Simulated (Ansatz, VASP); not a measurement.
## ZnCu2SnS4 in two plane-wave programs

One calculation is typed for both programs; each brings its own data sets. How far apart do they land? The cell is taken from a series of runs on this material, whose earlier steps may have relaxed, scaled, displaced or heated it; both programs get it as it stands.

Calculated with Ansatz 0.2.0; plane waves, with VASP 6.6.1 beside it; single point at PBE, spin-orbit coupling.

## 1. The starting structure

It takes space group I-4 (No. 82, tetragonal). The conventional cell has a = 5.434 Å, b = 5.434 Å, c = 10.850 Å, α = 90.00°, β = 90.00°, γ = 90.00°. Nearest to Zn lie 4 S at 2.33 Å. Nearest to Cu lie 4 S at 2.33 Å. Cu has 4 S at 2.33 Å nearest. Nearest to Sn lie 4 S at 2.41 Å. Nearest to S lie 1 Zn at 2.33 Å and 2 Cu at 2.33 Å and 1 Sn at 2.41 Å. Farther neighbours and most contacts between anions are not listed.

## 2. Ansatz: single point, PBE, spin-orbit coupling

Ansatz runs on its PAW fully relativistic soft_1 files.

A single point gives forces, pressure and levels at one fixed geometry, so differences don't come from the geometry; what else differs is listed under the comparison.

The input, input.yaml:

```yaml
crystal:
  lattice:
    - [-2.7171, 2.7171, 5.4248]
    - [2.7171, -2.7171, 5.4248]
    - [2.7171, 2.7171, -5.4248]
  atoms:
    - { symbol: Zn, position: [0.25, 0.75, 0.5] }
    - { symbol: Cu, position: [0.0, 0.0, 0.0] }
    - { symbol: Cu, position: [0.75, 0.25, 0.5] }
    - { symbol: Sn, position: [0.5, 0.5, 0.0] }
    - { symbol: S, position: [0.37161, 0.88441, 0.9996] }
    - { symbol: S, position: [0.11559, 0.11519, 0.4872] }
    - { symbol: S, position: [0.88481, 0.37201, 0.0004] }
    - { symbol: S, position: [0.62799, 0.62839, 0.5128] }
kpoints:
  mp_grid: { grid: [6, 6, 6] }
  band_path:
    path:
      - [0.0, 0.0, 0.0]
      - [0.0, 0.0, 0.5]
      - [0.25, 0.25, 0.25]
      - [0.0, 0.5, 0.0]
      - [0.5, 0.5, -0.5]
      - [0.31271679, 0.68728321, -0.31271679]
      - [-0.31271679, 0.31271679, 0.31271679]
      - [-0.12543357, 0.12543357, 0.5]
    npoints: 1
hamiltonian:
  xc: pbe
  pseudopotentials: { kind: paw_fr, azcp: { folder: soft_1 } }
scf:
  occupations: { method: fermi_dirac, width: 0.02 }
  n_extra_bands: 12
magnetization:
  noncollinear: true
  spin_orbit: true
output:
  eigenvalues: true
  forces: true
  stress: true
```

The run is started by

```console
ansatz run input.yaml --threads 3 --pin off --max-ram 92160MiB --backend cuda --events-out ev --progress --plain --runs-dir out --devices 1 --max-vram 13GiB
```

Numbers of over 12 decimals in the logs are rounded to 6 here.

The program printed:

```text
scf.n_extra_bands = 12 over 88 filled bands (N_el = 88.0): the run solves 100 bands
GPUs: using 1 of 1 available (devices: 1).
Engine: ansatz 0.2.0, x86_64-unknown-linux-gnu
Pseudopotentials: kind: paw_fr
Pseudopotential: Zn, paw, valence charge 12, recommended cutoff 420 eV (normal), soft_1/Zn.paw.azcp
Pseudopotential: Cu, paw, valence charge 19, recommended cutoff 420 eV (normal), soft_1/Cu.paw.azcp
Pseudopotential: Sn, paw, valence charge 14, recommended cutoff 420 eV (normal), soft_1/Sn.paw.azcp
Pseudopotential: S, paw, valence charge 6, recommended cutoff 420 eV (normal), soft_1/S.paw.azcp
Functional definition: PBE
  parameter kappa = 0.804
  parameter beta = 0.066725
  exchange = pbe_x(kappa = kappa, mu = beta*pi^2/3)
  correlation = pbe_c(beta = beta)
non-collinear run that drives no moment, with spin-orbit: no starting moment large enough to seed its density (crystal.atoms[].spin), no starting occupations that ask for one, no magnetisation constraint and no magnetic field, so the semilocal B_xc is pinned to zero
device memory: the entry about to start is reckoned to put 7.0 GiB on a device that reports 46.8 GiB free (of which the cap on the GPU budget leaves the run 13.0 GiB)
GPU FFT provider: cuFFT
GPU libraries: cuBLAS 13.8.2, cuFFT 12.4.0, cuSOLVER 12.3.4
Crystal: 8 atoms, lattice volume = 160.197 Å³
Basis set: ecut = 420 eV, 3083 PW (Γ), exchange–correlation on 90×90×90 points (8 copies of the dense FFT grid, shifted against one another)
Bands: 100, of which v1, the nominal top of the filled ones, is band 88 counted from 1 (87 counted from 0)
Symmetry: 4 space group operations + 4 with time reversal
Magnetic group: BNS 82.40 (UNI 700), of the structure as read, at distance tolerance 5.4e-5 Å
k-points: 36 of 216 (time reversal used)
Projection manifold: j_resolved (fully-relativistic pseudo-atomic orbitals)
Non-local potential: Zn, projectors of the file, resolved by j, l = 0: 2, l = 1: 4, l = 2: 6, l = 3: 2
Non-local potential: Cu, projectors of the file, resolved by j, l = 0: 3, l = 1: 4, l = 2: 6, l = 3: 2
Non-local potential: Sn, projectors of the file, resolved by j, l = 0: 2, l = 1: 4, l = 2: 4, l = 3: 2
Non-local potential: S, projectors of the file, resolved by j, l = 0: 2, l = 1: 4, l = 2: 2
PAW form: soft (Blöchl's): semilocal exchange-correlation on the pseudo side does not see the compensation charge
PAW one-centre angular grid: Zn, 590 points (default); XC on 64 Gauss nodes
PAW one-centre angular grid: Cu, 590 points (default); XC on 64 Gauss nodes
PAW one-centre angular grid: Sn, 590 points (default); XC on 96 Gauss nodes
PAW one-centre angular grid: S, 110 points (default); XC on 64 Gauss nodes
Initial density: superposition of atomic densities (chi_scale 0.1, normalization cell, long waves kept (reshape's long-wave potential 0.01 eV rms))
Initial wavefunctions: pseudopotential atomic-orbital guess
GPU buffer pool allocated for 91125 grid points (all kernels)
GPU transforms: local potential and band sums: pruned to the plane-wave sphere, on 45×45×45
Functional: x = pbe(κ = 0.804, μ = 0.219515), c = pbe(β = 0.066725)
SCF iter   1: F=—  HF=-26208.897490 eV  |F-HF|=—  |Δ(HF+E_count)|=         —  Δρ=3.82e-2  dr2=1.95e0  dr2_m=0.00e0 (ungated)  ethr=3.10e-3  |M|=0.00e0 ∫|m|=0.00e0 μB  |m|>n=0.0e0 m-floor=0.0e0 τ_xc=0.0e0  β_m=0.30  ⟨swp⟩=9.0  Hψ=19448  notcnv=0  defer=18
preconditioner: auto → Resta (q_TF=auto, 2.469 Å⁻¹)  ε∞=6.3  [insulator: Δε(μ)=0.358 eV  Ē_g=10.778 eV  σ=0.020 eV  W_gap=1.00  n_scr=36 (ndim 8)  ℏωp=24.9 eV  f_vac=0.000  D(μ)=0.00/eV (n_scr^D=0)  ε∞_Penn≈6.3]
spin=Noncollinear: Resta preconditioning applied to the charge; magnetization (m_x, m_y, m_z) channels mix plain (no charge-response kernel on spin).
SCF iter   2: F=—  HF=-26208.671261 eV  |F-HF|=—  |Δ(HF+E_count)|=   2.26e-1  Δρ=2.41e-2  dr2=9.16e-1  dr2_m=0.00e0 (ungated)  ethr=2.21e-3  |M|=0.00e0 ∫|m|=0.00e0 μB  |m|>n=0.0e0 m-floor=0.0e0 τ_xc=0.0e0  β_m=0.57  ⟨swp⟩=2.0  Hψ=4464  notcnv=0  defer=194
SCF iter   3: F=—  HF=-26208.625270 eV  |F-HF|=—  |Δ(HF+E_count)|=   4.60e-2  Δρ=2.70e-2  dr2=6.94e-1  dr2_m=0.00e0 (ungated)  ethr=1.04e-3  |M|=0.00e0 ∫|m|=0.00e0 μB  |m|>n=0.0e0 m-floor=0.0e0 τ_xc=0.0e0  β_m=0.48  ⟨swp⟩=3.0  Hψ=5861  notcnv=0  defer=204
SCF iter   4: F=—  HF=-26208.523423 eV  |F-HF|=—  |Δ(HF+E_count)|=   1.02e-1  Δρ=7.46e-3  dr2=6.44e-2  dr2_m=0.00e0 (ungated)  ethr=7.89e-4  |M|=0.00e0 ∫|m|=0.00e0 μB  |m|>n=0.0e0 m-floor=0.0e0 τ_xc=0.0e0  β_m=0.44  ⟨swp⟩=3.0  Hψ=7434  notcnv=0  defer=196
SCF iter   5: F=—  HF=-26208.514274 eV  |F-HF|=—  |Δ(HF+E_count)|=   9.15e-3  Δρ=2.72e-3  dr2=9.60e-3  dr2_m=0.00e0 (ungated)  ethr=7.32e-5  |M|=0.00e0 ∫|m|=0.00e0 μB  |m|>n=0.0e0 m-floor=0.0e0 τ_xc=0.0e0  β_m=0.57  ⟨swp⟩=2.0  Hψ=5678  notcnv=0  defer=196
SCF iter   6: F=—  HF=-26208.519039 eV  |F-HF|=—  |Δ(HF+E_count)|=   4.76e-3  Δρ=1.30e-3  dr2=3.02e-3  dr2_m=0.00e0 (ungated)  ethr=1.09e-5  |M|=0.00e0 ∫|m|=0.00e0 μB  |m|>n=0.0e0 m-floor=0.0e0 τ_xc=0.0e0  β_m=0.77  ⟨swp⟩=2.0  Hψ=5554  notcnv=0  defer=196
SCF iter   7: F=—  HF=-26208.521783 eV  |F-HF|=—  |Δ(HF+E_count)|=   2.74e-3  Δρ=2.08e-3  dr2=4.47e-3  dr2_m=0.00e0 (ungated)  ethr=3.43e-6  |M|=0.00e0 ∫|m|=0.00e0 μB  |m|>n=0.0e0 m-floor=0.0e0 τ_xc=0.0e0  β_m=0.53  ⟨swp⟩=2.0  Hψ=6664  notcnv=0  defer=196
SCF iter   8: F=—  HF=-26208.521292 eV  |F-HF|=—  |Δ(HF+E_count)|=   4.91e-4  Δρ=3.36e-4  dr2=1.62e-4  dr2_m=0.00e0 (ungated)  ethr=3.43e-6  |M|=0.00e0 ∫|m|=0.00e0 μB  |m|>n=0.0e0 m-floor=0.0e0 τ_xc=0.0e0  β_m=0.77  ⟨swp⟩=2.0  Hψ=6386  notcnv=0  defer=196
SCF iter   9: F=—  HF=-26208.520252 eV  |F-HF|=—  |Δ(HF+E_count)|=   1.04e-3  Δρ=2.37e-4  dr2=6.09e-5  dr2_m=0.00e0 (ungated)  ethr=1.84e-7  |M|=0.00e0 ∫|m|=0.00e0 μB  |m|>n=0.0e0 m-floor=0.0e0 τ_xc=0.0e0  β_m=0.88  ⟨swp⟩=2.0  Hψ=5838  notcnv=0  defer=196
SCF iter  10: F=—  HF=-26208.520614 eV  |F-HF|=—  |Δ(HF+E_count)|=   3.62e-4  Δρ=6.99e-5  dr2=5.83e-6  dr2_m=0.00e0 (ungated)  ethr=6.92e-8  |M|=0.00e0 ∫|m|=0.00e0 μB  |m|>n=0.0e0 m-floor=0.0e0 τ_xc=0.0e0  β_m=0.81  ⟨swp⟩=2.3  Hψ=5613  notcnv=0  defer=196
SCF iter  11: F=—  HF=-26208.520614 eV  |F-HF|=—  |Δ(HF+E_count)|=   8.66e-7  Δρ=8.50e-6  dr2=9.25e-8  dr2_m=0.00e0 (ungated)  ethr=1.14e-10  |M|=0.00e0 ∫|m|=0.00e0 μB  |m|>n=0.0e0 m-floor=0.0e0 τ_xc=0.0e0  β_m=0.90  ⟨swp⟩=12.4  Hψ=21524  notcnv=0
SCF iter  12: F=-26208.520615 eV  HF=-26208.520615 eV  |F-HF|=4.67e-8  |Δ(HF+E_count)|=   1.92e-7  Δρ=9.63e-6  dr2=7.92e-8  dr2_m=0.00e0 (ungated)  ethr=1.05e-10  |M|=0.00e0 ∫|m|=0.00e0 μB  |m|>n=0.0e0 m-floor=0.0e0 τ_xc=0.0e0  ⟨swp⟩=5.2  Hψ=12925  notcnv=0
SCF 1 converged in 12 iterations: F = -26208.520615 eV  dr2 = 7.92e-8
  greatest PAW one-centre occupation: 1.000 electrons in one spin orbital (limit 2), on the Cu atom at site 2 (counted from 0), in its partial waves of l = 0
device memory: the entry about to start is reckoned to put 4.2 GiB on a device that reports 48.0 GiB free (of which the cap on the GPU budget leaves the run 13.0 GiB)
NSCF: frozen V_eff on 8 k-points
SCF converged after 12 iterations
Magnetization: |M| = 0.0000 μB,  M = (+0.0000, +0.0000, +0.0000) μB
Absolute magnetization: 0.0000 μB (∫|m|)
  site 0: m = (+0.0000, +0.0000, +0.0000) μB, |m| = 0.0000 μB  (R = 0.96 Å)
  site 1: m = (+0.0000, +0.0000, +0.0000) μB, |m| = 0.0000 μB  (R = 0.96 Å)
  site 2: m = (+0.0000, +0.0000, +0.0000) μB, |m| = 0.0000 μB  (R = 0.96 Å)
  site 3: m = (+0.0000, +0.0000, +0.0000) μB, |m| = 0.0000 μB  (R = 0.99 Å)
  site 4: m = (+0.0000, +0.0000, +0.0000) μB, |m| = 0.0000 μB  (R = 0.96 Å)
  site 5: m = (+0.0000, +0.0000, +0.0000) μB, |m| = 0.0000 μB  (R = 0.96 Å)
  site 6: m = (+0.0000, +0.0000, +0.0000) μB, |m| = 0.0000 μB  (R = 0.96 Å)
  site 7: m = (+0.0000, +0.0000, +0.0000) μB, |m| = 0.0000 μB  (R = 0.96 Å)
Free energy (F): -26208.520615 eV
Harris-Foulkes:  -26208.520615 eV  (|F-HF|=4.67e-8)
Internal energy: -26208.520612 eV  (E = F + TS)
E sigma→0 (E₀):  -26208.520613 eV
Entropy (-TS):   -0.000003 eV (-0.000 meV/atom)
Fermi energy:    8.167177 eV
--- Per-component energies (eV) ---
  E_band       = -1103.439355
  E_kinetic    = 1260.019959
  E_local      = -16261.897404  (includes V_loc(G=0)·N_el)
  E_nonlocal   = 2897.978354
  E_hartree    = 6959.843241
  E_xc         = -695.282468
  E_vxc        = -636.906044  (∫ρ·V_xc dr)
  E_paw        = -12344.727715  (= ΣΔE_a)
  E_vpaw       = -2282.313961  (= ΣTr[D̂ρ^β])
  E_aug_tail   = 0.002039  (compensation charges beyond the density's cutoff)
  E_ewald      = -8024.456617
  E_smearing   = -0.000003  (= −TS)
  E_closure    = -0.000000  (closes the sum)
  Σ components = -26208.520615   (vs F -26208.520615, Δ=0.00e0)
--- Forces (eV/Å), atoms counted from 1 ---
  atom   1  Zn    -0.00000000    -0.00000000     0.00000000
  atom   2  Cu    -0.00000000    -0.00000000     0.00000000
  atom   3  Cu    -0.00000000     0.00000000     0.00000000
  atom   4  Sn    -0.00000000    -0.00000000     0.00000000
  atom   5  S      0.55803931    -0.16031431     0.20343575
  atom   6  S     -0.16031431    -0.55803931    -0.20343575
  atom   7  S     -0.55803931     0.16031431     0.20343575
  atom   8  S      0.16031431     0.55803931    -0.20343575
  max |Σ_I F_I| component: 1.11e-16 eV/Å
--- Stress (GPa, compression-positive) ---
        2.075218       0.000000      -0.000000
       -0.000000       2.075218      -0.000000
       -0.000000      -0.000000       1.973309
  P = ⅓ Tr σ = 2.0412 GPa (20.412 kbar)
--- Band table (eV; the first three rows and the last of 36) ---
  k-point 0: bands = [... 84 lower, 7.9462, 7.9462, 8.0259, 8.0259, 8.3073, 8.3073, 10.0379, 10.0379, ... 8 higher]
  k-point 1: bands = [... 84 lower, 7.7140, 7.7272, 7.8756, 7.8909, 9.1196, 9.1232, 10.5875, 10.6018, ... 8 higher]
  k-point 2: bands = [... 84 lower, 7.4113, 7.4517, 7.7142, 7.7422, 9.3104, 9.3272, 10.9469, 10.9689, ... 8 higher]
  k-point 35: bands = [... 84 lower, 7.2169, 7.2169, 7.2196, 7.2196, 9.5224, 9.5224, 10.0302, 10.0302, ... 8 higher]
```

[end of part 1 of 2]

[Lines on the potential files, build, host, timing and source positions are cut from VASP's logs without a mark.]

[Logs are printed without paths, hosts, clocks, repeated set-up lines and the standing remarks that a program may print on its own settings, such as how far it seeks lower states.]

[Hosts, paths, dates, database ids (printed as entryN), source tags and the programs' standing remarks are cut or masked in the printed files.]
